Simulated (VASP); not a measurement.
A VASP calculation is set up with these files.

POSCAR:
```
Pd
1
    4.8090786330     0.0000000000     0.0000000000
    0.0000000000     4.8090786330     0.0000000000
    0.0000000000     0.0000000000     4.8090786330
Pd
1
Direct
  0.0000000000   0.0000000000   0.0000000000
```

### KPOINTS
```
Automatic mesh
0
Gamma
4 4 4
0 0 0
```

**INCAR**
```
SYSTEM = Pd
PREC = Accurate
ENCUT = 400
EDIFF = 1E-6
NELM = 100
ALGO = Normal
LREAL = .FALSE.
LASPH = .TRUE.
ISMEAR = 1
SIGMA = 0.1
GGA = PE
LMAXMIX = 4
LWAVE = .FALSE.
LCHARG = .FALSE.
ISIF = 2
```

POTCAR, in this order: Pd (PBE.64 set). Program: vasp_std.

What VASP printed:

### standard output
```
 POSCAR found type information on POSCAR Pd
 POSCAR found :  1 types and       1 ions
 Reading from existing POTCAR
 Reading from existing POTCAR
 LDA part: xc-table for (Slater+PW92), standard interpolation
 POSCAR, INCAR and KPOINTS ok, starting setup
 WAVECAR not read
 entering main loop
       N       E                     dE             d eps       ncg     rms          rms(c)
DAV:   1     0.439901380529E+02    0.43990E+02   -0.27922E+03   180   0.616E+02
DAV:   2    -0.435647346194E-01   -0.44034E+02   -0.42195E+02   293   0.114E+02
DAV:   3    -0.230554206925E+01   -0.22620E+01   -0.22681E+01   186   0.347E+01
DAV:   4    -0.231959339265E+01   -0.14051E-01   -0.14043E-01   187   0.312E+00
DAV:   5    -0.231993864629E+01   -0.34525E-03   -0.34525E-03   185   0.533E-01    0.453E+00
DAV:   6    -0.163768788804E+01    0.68225E+00   -0.45354E+00   182   0.163E+01    0.266E+00
DAV:   7    -0.162523266546E+01    0.12455E-01   -0.25077E-01   180   0.368E+00    0.144E+00
DAV:   8    -0.169650040472E+01   -0.71268E-01   -0.10955E+00   188   0.451E+00    0.233E+00
DAV:   9    -0.161603660147E+01    0.80464E-01   -0.99531E-01   180   0.525E+00    0.583E-01
DAV:  10    -0.161104056618E+01    0.49960E-02   -0.91129E-03   180   0.669E-01    0.402E-01
DAV:  11    -0.161192944416E+01   -0.88888E-03   -0.30130E-04   183   0.111E-01    0.438E-01
DAV:  12    -0.160934034303E+01    0.25891E-02   -0.63369E-02   180   0.129E+00    0.351E-01
DAV:  13    -0.160840418026E+01    0.93616E-03   -0.10368E-03   180   0.198E-01    0.234E-01
DAV:  14    -0.160760507811E+01    0.79910E-03   -0.21305E-03   180   0.226E-01    0.609E-02
DAV:  15    -0.160756148605E+01    0.43592E-04   -0.84293E-05   196   0.456E-02    0.296E-02
DAV:  16    -0.160754832973E+01    0.13156E-04   -0.37595E-05   190   0.289E-02    0.843E-03
DAV:  17    -0.160754801322E+01    0.31651E-06   -0.83015E-07   140   0.488E-03
   1 F= -.16075480E+01 E0= -.16169403E+01  d E =0.281770E-01
```

**OUTCAR**
```
------------------------ aborting loop because EDIFF is reached ----------------------------------------
  FORCE on cell =-STRESS in cart. coord.  units (eV):
  Direction    XX          YY          ZZ          XY          YZ          ZX
  --------------------------------------------------------------------------------------
  Total       -0.5316501     -0.5316501     -0.5316501     -0.0000000     -0.0000000      0.0000000
  in kB       -7.6586257     -7.6586257     -7.6586257     -0.0000000     -0.0000000      0.0000000
  external PRESSURE =      -7.6586257 kB  Pullay stress =       0.0000000 kB
  volume of cell :      111.22
      direct lattice vectors                 reciprocal lattice vectors
     4.809078633  0.000000000  0.000000000     0.207940039  0.000000000  0.000000000
     0.000000000  4.809078633  0.000000000     0.000000000  0.207940039  0.000000000
     0.000000000  0.000000000  4.809078633     0.000000000  0.000000000  0.207940039
 POSITION                                       TOTAL-FORCE (eV/Angst)
 -----------------------------------------------------------------------------------
      0.00000      0.00000      0.00000         0.000000      0.000000      0.000000
 -----------------------------------------------------------------------------------
    total drift:                                0.000000      0.000000      0.000000
  FREE ENERGIE OF THE ION-ELECTRON SYSTEM (eV)
  ---------------------------------------------------
  free  energy   TOTEN  =        -1.6075480132 eV

  energy  without entropy=       -1.6357250006  energy(sigma->0) =       -1.61694034
```
(Selected blocks of OUTCAR.)

**Question.** The run ends quietly. Is anything wrong with it?

**Answer.** The cause: the lattice was typed in bohr, and VASP reads ångström. The run ends without an error. Against the sound run, the energy per atom (σ→0) rises by 3.038 eV/atom; the pressure falls by 11.95 GPa; the volume goes up by 570 %. To mend it, correct POSCAR, correct KPOINTS.
POSCAR:
```
Pd
1
    2.5448900000     0.0000000000     0.0000000000
    0.0000000000     2.5448900000     0.0000000000
    0.0000000000     0.0000000000     2.5448900000
Pd
1
Direct
  0.0000000000   0.0000000000   0.0000000000
```
**KPOINTS**
```
Automatic mesh
0
Gamma
11 11 11
0 0 0
```
The mended run (PBE GGA, plane waves, VASP's PBE PAW potentials (set 64)) converges, and its OSZICAR ends with
```
   1 F= -.46554033E+01 E0= -.46553073E+01  d E =-.288162E-03
```

The structure was generated: Pd was put into the simple-cubic type (Pm-3m), which need not be its known phase. The cell was not relaxed at this level.
